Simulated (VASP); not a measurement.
Energy against volume of SiC (wurtzite). Calculation: MS2 meta-GGA, VASP's PBE PAW potentials (set 64) (plane waves; VASP). Settings: 520 eV cut-off, 8×8×5 Γ-centred mesh, Gaussian smearing of 0.050 eV, potentials Si C.

Shape and ions are relaxed at each volume.

```
V (Å³/atom)  E (eV/atom)
-----------  -----------
9.690          -10.60546
10.000         -10.62809
10.309         -10.63528
10.618         -10.62912
```

Fit these four points and predict the energy of the run at 10.927 Å³/atom.

A cubic in V^(−2/3), the third-order Birch-Murnaghan form, passes through the four points with V0 = 10.31 Å³/atom and B0 = 230 GPa, and gives -10.6113 eV/atom there. The run gave -10.6114 eV/atom, -0.1 meV/atom from the fit; all five points give B0 = 230 GPa.

The compound is SiC in the wurtzite structure, the rare 2H polytype. It was relaxed first.
